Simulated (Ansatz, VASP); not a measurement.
**Al2W (Al-W-Al stack, (100) layers) in two plane-wave programs**

Wanted: the spread between two codes on one cell, functional and k mesh. The cell is taken from a series of runs on this material, whose earlier steps may have relaxed, scaled, displaced or heated it; both programs get it as it stands.

Main program and level: Ansatz 0.2.0; plane waves, with VASP 6.6.1 beside it; PBEsol.

## Step 1: The starting structure

The cell holds 3 atoms: 2 Al and 1 W. Its edges and angles: a = 2.679 Å, b = 2.679 Å, c = 31.763 Å, α = 90.0°, β = 90.0°, γ = 90.0°. It derives from Al2W. Vacuum lies along c.

## Step 2: VASP: zone-centre phonons, PBEsol

Second derivatives magnify differences that forces hide, and they need a tight electronic threshold.

Lines of VASP's logs that name or quote its potential files are left out, and so is its time.

Contents of INCAR:

```
SYSTEM = Al2W
PREC = Accurate
ENCUT = 600
EDIFF = 1E-08
NELM = 120
ISMEAR = 1
SIGMA = 0.2
LREAL = .FALSE.
ALGO = Normal
GGA = PS
NBANDS = 12
LASPH = .TRUE.
LORBIT = 11
LWAVE = .FALSE.
LCHARG = .FALSE.
ISIF = 2
IBRION = 8
GGA_COMPAT = .FALSE.
NELMDL = -8
KPAR = 2
```

Contents of POSCAR:

```
Al2W
1.0
    2.6792107030      0.0000000000      0.0000000000
    0.0000000000      2.6792107030      0.0000000000
    0.0000000000      0.0000000000     31.7627007840
Al W
2 1
Direct
    0.0000000000      0.0000000000      0.1700988322
    0.0000000000      0.0000000000      0.3015660336
    0.5000000000      0.5000000000      0.2358324329
```

Contents of KPOINTS:

```
Automatic mesh
0
Gamma
6 6 1
0 0 0
```

The projector-augmented-wave data sets are Al and W (PBE family, release 64).

Started as:

```console
$ mpirun -np 2 vasp_std
```

Numbers of over 12 decimals in the logs are rounded to 6 here.

The log of the run:

```text
[banner, memory and clock lines left out]
running    2 mpi-ranks, on    1 nodes
 distrk:  each k-point on    1 cores,    2 groups
 distr:  one band on    1 cores,    1 groups

 POSCAR found type information on POSCAR AlW
 POSCAR found :  2 types and       3 ions
|                                                                             |
|               ----> ADVICE to this user running VASP <----                  |
|                                                                             |
|     You enforced a specific xc type in the INCAR file but a different       |
|     [... a line on the potential file left out ...]
|     I HOPE YOU KNOW WHAT YOU ARE DOING!                                     |
|                                                                             |

 LDA part: xc-table for (Slater+PW92), standard interpolation
 POSCAR, INCAR and KPOINTS ok, starting setup
 FFT: planning ... GRIDC
 FFT: planning ... GRID_SOFT
 FFT: planning ... GRID
 WAVECAR not read
 entering main loop
       N       E                     dE             d eps       ncg     rms          rms(c)
DAV:   1     0.561812521313E+02    0.56181E+02   -0.40850E+03   240   0.771E+02
DAV:   2    -0.162598353006E+02   -0.72441E+02   -0.64714E+02   408   0.125E+02
DAV:   3    -0.215376045326E+02   -0.52778E+01   -0.50663E+01   316   0.361E+01
DAV:   4    -0.217022979313E+02   -0.16469E+00   -0.16436E+00   348   0.791E+00
DAV:   5    -0.217063179339E+02   -0.40200E-02   -0.40194E-02   348   0.119E+00
DAV:   6    -0.217065522515E+02   -0.23432E-03   -0.23431E-03   360   0.265E-01
DAV:   7    -0.217065586520E+02   -0.64005E-05   -0.64006E-05   372   0.373E-02
DAV:   8    -0.217065589241E+02   -0.27213E-06   -0.27235E-06   380   0.594E-03    0.205E+01
DAV:   9    -0.207443247134E+02    0.96223E+00   -0.10725E+00   260   0.562E+00    0.997E+00
DAV:  10    -0.205465285466E+02    0.19780E+00   -0.87655E-01   280   0.509E+00    0.850E-01
DAV:  11    -0.205322656876E+02    0.14263E-01   -0.74862E-02   276   0.164E+00    0.545E-01
DAV:  12    -0.205229124045E+02    0.93533E-02   -0.37742E-02   264   0.109E+00    0.462E-01
DAV:  13    -0.205221058522E+02    0.80655E-03   -0.24733E-03   284   0.315E-01    0.771E-02
DAV:  14    -0.205222599745E+02   -0.15412E-03   -0.98248E-04   276   0.155E-01    0.487E-02
[...]
DAV:  22    -0.205238608775E+02   -0.70867E-05   -0.29004E-07   288   0.139E-03    0.276E-04
DAV:  23    -0.205238658954E+02   -0.50179E-05   -0.11004E-07   280   0.849E-04    0.350E-04
DAV:  24    -0.205238688137E+02   -0.29184E-05   -0.73049E-08   268   0.812E-04    0.346E-04
DAV:  25    -0.205238698376E+02   -0.10239E-05   -0.12493E-08   256   0.482E-04    0.953E-05
DAV:  26    -0.205238701119E+02   -0.27421E-06   -0.11263E-09   216   0.189E-04    0.983E-05
DAV:  27    -0.205238701922E+02   -0.80392E-07   -0.40619E-10   192   0.124E-04    0.607E-05
DAV:  28    -0.205238702276E+02   -0.35372E-07   -0.19380E-10   196   0.894E-05    0.233E-05
DAV:  29    -0.205238702334E+02   -0.58253E-08    0.30330E-11   200   0.324E-05
   1 F= -.20523870E+02 E0= -.20519322E+02  d E =-.136458E-01
 Linear response reoptimize wavefunctions to high precision
DAV:   1    -0.205238702376E+02   -0.41252E-08    0.76328E-11   192   0.225E-05
DAV:   2    -0.205238702375E+02    0.52296E-10    0.96601E-11   208   0.141E-05
 Linear response DOF=           4
 Linear response progress:
  Degree of freedom:   1/  4
       N       E                     dE             d eps       ncg     rms          rms(c)
RMM:   1    -0.369418576871E-02   -0.36942E-02   -0.33599E-03   729   0.360E-01
RMM:   2    -0.365235255363E-02    0.41833E-04   -0.12265E-04   598   0.800E-02    0.472E-02
RMM:   3    -0.363071615327E-02    0.21636E-04   -0.19694E-05   643   0.273E-02    0.280E-02
RMM:   4    -0.370819649898E-02   -0.77480E-04   -0.42784E-05   705   0.273E-02    0.311E-02
RMM:   5    -0.364527428896E-02    0.62922E-04   -0.23970E-05   706   0.194E-02    0.426E-03
RMM:   6    -0.364432520067E-02    0.94909E-06   -0.51046E-07   680   0.432E-03    0.860E-04
RMM:   7    -0.364335250925E-02    0.97269E-06   -0.48461E-08   683   0.116E-03    0.316E-04
RMM:   8    -0.364333043090E-02    0.22078E-07    0.23189E-11   689   0.373E-04    0.197E-04
RMM:   9    -0.364336043902E-02   -0.30008E-07   -0.25596E-09   689   0.206E-04    0.435E-05
RMM:  10    -0.364338022393E-02   -0.19785E-07   -0.58579E-10   713   0.694E-05    0.145E-05
RMM:  11    -0.364337702328E-02    0.32006E-08    0.53732E-09   722   0.361E-05    0.536E-06
 first order change of Fermi-energy   0.65522E-03
 force on displaced ion       1 direction 1 :  -1.549   0.000   0.028
 Linear response progress:
  Degree of freedom:   2/  4
       N       E                     dE             d eps       ncg     rms          rms(c)
RMM:   1    -0.211187533367E-01   -0.21119E-01    0.10324E-02   552   0.741E-01
RMM:   2    -0.205668438194E-01    0.55191E-03   -0.11203E-03   382   0.210E-01    0.168E-01
RMM:   3    -0.216349096158E-01   -0.10681E-02   -0.13364E-03   452   0.143E-01    0.163E-01
RMM:   4    -0.208817275541E-01    0.75318E-03   -0.70476E-04   440   0.108E-01    0.980E-02
RMM:   5    -0.206566517719E-01    0.22508E-03   -0.31233E-04   439   0.732E-02    0.530E-02
RMM:   6    -0.206403566948E-01    0.16295E-04   -0.80567E-05   410   0.381E-02    0.849E-03
RMM:   7    -0.206212354499E-01    0.19121E-04   -0.35324E-06   422   0.103E-02    0.314E-03
RMM:   8    -0.206199393510E-01    0.12961E-05   -0.17284E-07   435   0.224E-03    0.114E-03
RMM:   9    -0.206202765894E-01   -0.33724E-06   -0.45413E-08   427   0.106E-03    0.603E-04
RMM:  10    -0.206210939763E-01   -0.81739E-06   -0.30435E-08   431   0.436E-04    0.181E-04
RMM:  11    -0.206217984191E-01   -0.70444E-06   -0.22288E-08   429   0.353E-04    0.108E-04
RMM:  12    -0.206225200835E-01   -0.72166E-06   -0.75174E-08   433   0.511E-04    0.996E-05
RMM:  13    -0.206226890328E-01   -0.16895E-06    0.35226E-08   438   0.188E-04    0.415E-05
RMM:  14    -0.206227982664E-01   -0.10923E-06    0.14176E-07   445   0.901E-05    0.218E-05
RMM:  15    -0.206227648117E-01    0.33455E-07    0.86061E-08   442   0.116E-04    0.252E-05
RMM:  16    -0.206227645398E-01    0.27191E-09   -0.11755E-08   459   0.502E-05    0.515E-06
 first order change of Fermi-energy   0.13421E+00
 force on displaced ion       1 direction 3 :   0.000   0.000  -3.452
 Linear response progress:
  Degree of freedom:   3/  4
       N       E                     dE             d eps       ncg     rms          rms(c)
RMM:   1    -0.110529086176E+00   -0.11053E+00   -0.82402E-02   638   0.181E+00
RMM:   2    -0.110445309056E+00    0.83777E-04   -0.90915E-04   596   0.180E-01    0.146E-01
RMM:   3    -0.109873848672E+00    0.57146E-03   -0.18213E-04   587   0.797E-02    0.853E-02
RMM:   4    -0.109671382464E+00    0.20247E-03   -0.29286E-04   580   0.101E-01    0.124E-02
RMM:   5    -0.109696993954E+00   -0.25611E-04   -0.44210E-06   635   0.137E-02    0.112E-03
RMM:   6    -0.109692032704E+00    0.49613E-05   -0.25297E-07   634   0.295E-03    0.505E-04
RMM:   7    -0.109688537711E+00    0.34950E-05   -0.24069E-08   674   0.845E-04    0.248E-04
RMM:   8    -0.109687504662E+00    0.10330E-05   -0.43098E-09   671   0.328E-04    0.602E-05
RMM:   9    -0.109687278192E+00    0.22647E-06   -0.33996E-10   678   0.122E-04    0.218E-05
RMM:  10    -0.109687340774E+00   -0.62582E-07   -0.63236E-10   677   0.593E-05    0.427E-06
RMM:  11    -0.109687342948E+00   -0.21738E-08   -0.32472E-09   726   0.397E-05    0.212E-06
 first order change of Fermi-energy  -0.34722E-02
 force on displaced ion       3 direction 1 :  -2.902   0.000   0.000
 Linear response progress:
  Degree of freedom:   4/  4
       N       E                     dE             d eps       ncg     rms          rms(c)
RMM:   1    -0.176913720095E+00   -0.17691E+00   -0.98110E-02   437   0.199E+00
RMM:   2    -0.170178806874E+00    0.67349E-02   -0.22387E-03   386   0.316E-01    0.138E-01
RMM:   3    -0.169743408533E+00    0.43540E-03   -0.54397E-04   399   0.107E-01    0.752E-02
RMM:   4    -0.170166775746E+00   -0.42337E-03   -0.47805E-04   430   0.898E-02    0.702E-02
RMM:   5    -0.169764137928E+00    0.40264E-03   -0.15611E-04   414   0.523E-02    0.141E-02
RMM:   6    -0.169751022423E+00    0.13116E-04   -0.16753E-05   403   0.219E-02    0.492E-03
RMM:   7    -0.169760524910E+00   -0.95025E-05   -0.69131E-07   419   0.484E-03    0.150E-03
RMM:   8    -0.169759639458E+00    0.88545E-06   -0.61042E-08   428   0.134E-03    0.388E-04
RMM:   9    -0.169758990165E+00    0.64929E-06   -0.78290E-09   428   0.433E-04    0.233E-04
RMM:  10    -0.169758225962E+00    0.76420E-06   -0.69348E-09   432   0.248E-04    0.513E-05
RMM:  11    -0.169757926442E+00    0.29952E-06   -0.13066E-08   428   0.161E-04    0.279E-05
RMM:  12    -0.169758108537E+00   -0.18209E-06   -0.48287E-08   431   0.118E-04    0.127E-05
RMM:  13    -0.169758180787E+00   -0.72250E-07   -0.76839E-08   441   0.750E-05    0.125E-05
RMM:  14    -0.169758081446E+00    0.99341E-07   -0.26498E-08   442   0.784E-05    0.606E-06
RMM:  15    -0.169758076787E+00    0.46586E-08   -0.57836E-09   459   0.610E-05    0.279E-06
 first order change of Fermi-energy   0.56648E-04
 force on displaced ion       3 direction 3 :   0.000   0.000  -7.947
 Linear response finished
```

OUTCAR, selected parts (step 2):

```text
ion  position               nearest neighbor table
   1  0.000  0.000  0.170-   3 2.82   3 2.82   3 2.82   3 2.82
   2  0.000  0.000  0.302-   3 2.82   3 2.82   3 2.82   3 2.82
   3  0.500  0.500  0.236-   1 2.82   2 2.82   1 2.82   2 2.82   1 2.82   2 2.82   1 2.82   2 2.82

  LATTYP: Found a simple tetragonal cell.
 ALAT       =     2.6792107030
 C/A-ratio  =    11.8552455574

 Subroutine GETGRP returns: Found 16 space group operations
 (whereof  8 operations were pure point group operations)

The static configuration has the point symmetry C_4v.
 The point group associated with its full space group is D_4h.

 Found     10 irreducible k-points:

   k-points           NKPTS =     10   k-points in BZ     NKDIM =     10   number of bands    NBANDS=     12

   dimension x,y,z NGX =    24 NGY =   24 NGZ =  256
   dimension x,y,z NGXF=    48 NGYF=   48 NGZF=  512

   ENCUT  =  600.0 eV  44.10 Ry    6.64 a.u.   5.35  5.35 63.44*2*pi/ulx,y,z

   NELECT =      12.0000    total number of electrons

 k-points in reciprocal lattice and weights: Automatic mesh
   0.00000000  0.00000000  0.00000000       0.028
   0.16666667  0.00000000  0.00000000       0.111
   0.33333333  0.00000000  0.00000000       0.111
   0.50000000  0.00000000  0.00000000       0.056
   0.16666667  0.16666667  0.00000000       0.111
   0.33333333  0.16666667  0.00000000       0.222
   0.50000000  0.16666667  0.00000000       0.111
   0.33333333  0.33333333  0.00000000       0.111
   0.50000000  0.33333333  0.00000000       0.111
   0.50000000  0.50000000  0.00000000       0.028

 average (electrostatic) potential at core
       1 -82.1058       2 -82.1058       3 -47.2849

  Total       -0.9252908     -0.9252908      0.3101709      0.0000000      0.0000000      0.0000000
  in kB       -6.5021599     -6.5021599      2.1796187      0.0000000      0.0000000      0.0000000
  external PRESSURE =      -3.6082337 kB  Pullay stress =       0.0000000 kB

  energy-cutoff  :      600.00
  volume of cell :      228.00
      direct lattice vectors                 reciprocal lattice vectors
     2.679210703  0.000000000  0.000000000     0.373244254  0.000000000  0.000000000
     0.000000000  2.679210703  0.000000000     0.000000000  0.373244254  0.000000000
     0.000000000  0.000000000 31.762700784     0.000000000  0.000000000  0.031483469

 POSITION                                       TOTAL-FORCE (eV/Angst)
 -----------------------------------------------------------------------------------
      0.00000      0.00000      5.40280         0.000000     -0.000000     -0.075112
      0.00000      0.00000      9.57855         0.000000      0.000000      0.075112
      1.33961      1.33961      7.49068         0.000000     -0.000000      0.000000
 -----------------------------------------------------------------------------------
    total drift:                               -0.000000     -0.000000     -0.000002

 Eigenvectors and eigenvalues of the dynamical matrix
 ----------------------------------------------------

   1 f  =    6.823725 THz    42.874731 2PiTHz  227.614979 cm-1    28.220648 meV
             X         Y         Z           dx          dy          dz
      0.000000  0.000000  5.402798     0.000000    0.000000   -0.621739
      0.000000  0.000000  9.578552     0.000000    0.000000   -0.621739
      1.339605  1.339605  7.490675     0.000000   -0.000000    0.476319

   2 f  =    5.151748 THz    32.369388 2PiTHz  171.843822 cm-1    21.305909 meV
             X         Y         Z           dx          dy          dz
      0.000000  0.000000  5.402798    -0.000000    0.000000   -0.707107
      0.000000  0.000000  9.578552    -0.000000   -0.000000    0.707107
      1.339605  1.339605  7.490675     0.000000    0.000000   -0.000000

   3 f  =    4.121403 THz    25.895536 2PiTHz  137.475194 cm-1    17.044744 meV
             X         Y         Z           dx          dy          dz
      0.000000  0.000000  5.402798    -0.000000   -0.621635    0.000000
      0.000000  0.000000  9.578552    -0.000000   -0.621635   -0.000000
      1.339605  1.339605  7.490675    -0.000000    0.476591    0.000000

   4 f  =    4.121403 THz    25.895536 2PiTHz  137.475194 cm-1    17.044744 meV
             X         Y         Z           dx          dy          dz
      0.000000  0.000000  5.402798     0.621635    0.000000   -0.000000
      0.000000  0.000000  9.578552     0.621635   -0.000000    0.000000
      1.339605  1.339605  7.490675    -0.476591    0.000000    0.000000

   5 f  =    3.863944 THz    24.277874 2PiTHz  128.887289 cm-1    15.979980 meV
             X         Y         Z           dx          dy          dz
      0.000000  0.000000  5.402798    -0.311843    0.634629    0.000000
      0.000000  0.000000  9.578552     0.311843   -0.634629   -0.000000
      1.339605  1.339605  7.490675     0.000000   -0.000000    0.000000

   6 f  =    3.863944 THz    24.277874 2PiTHz  128.887289 cm-1    15.979980 meV
             X         Y         Z           dx          dy          dz
      0.000000  0.000000  5.402798     0.634629    0.311843    0.000000
      0.000000  0.000000  9.578552    -0.634629   -0.311843   -0.000000
      1.339605  1.339605  7.490675     0.000000   -0.000000    0.000000

   7 f/i=    0.000245 THz     0.001542 2PiTHz    0.008184 cm-1     0.001015 meV
             X         Y         Z           dx          dy          dz
      0.000000  0.000000  5.402798     0.000000    0.000000    0.336809
      0.000000  0.000000  9.578552     0.000000    0.000000    0.336809
      1.339605  1.339605  7.490675     0.000000    0.000000    0.879272

   8 f/i=    0.001125 THz     0.007070 2PiTHz    0.037534 cm-1     0.004654 meV
             X         Y         Z           dx          dy          dz
      0.000000  0.000000  5.402798     0.101783    0.321263   -0.000000
      0.000000  0.000000  9.578552     0.101783    0.321263   -0.000000
      1.339605  1.339605  7.490675     0.265519    0.838070   -0.000000

   9 f/i=    0.001125 THz     0.007070 2PiTHz    0.037534 cm-1     0.004654 meV
             X         Y         Z           dx          dy          dz
      0.000000  0.000000  5.402798     0.321263   -0.101783    0.000000
      0.000000  0.000000  9.578552     0.321263   -0.101783    0.000000
      1.339605  1.339605  7.490675     0.838070   -0.265519    0.000000

 ELASTIC MODULI CONTR FROM IONIC RELAXATION (kBar)
 Direction    XX          YY          ZZ          XY          YZ          ZX
 --------------------------------------------------------------------------------
 XX        -368.7004   -368.7004   -253.9697      0.0000      0.0000      0.0000
 YY        -368.7004   -368.7004   -253.9697      0.0000      0.0000      0.0000
 ZZ        -253.9697   -253.9697   -174.9405      0.0000      0.0000      0.0000
 XY           0.0000      0.0000      0.0000      0.0000      0.0000      0.0000
 YZ           0.0000      0.0000      0.0000      0.0000    -84.9736      0.0000
 ZX           0.0000      0.0000      0.0000      0.0000      0.0000   -107.4048
 --------------------------------------------------------------------------------
```

The data set W keeps the semicore shell frozen, which is cheaper and a little less accurate.

[end of part 1 of 2]

[Lines on the potential files, build, host, timing and source positions are cut from VASP's logs without a mark.]

[Logs are printed without paths, hosts, clocks, repeated set-up lines and the standing remarks that a program may print on its own settings, such as how far it seeks lower states.]

[Hosts, paths, dates, database ids (printed as entryN), source tags and the programs' standing remarks are cut or masked in the printed files.]
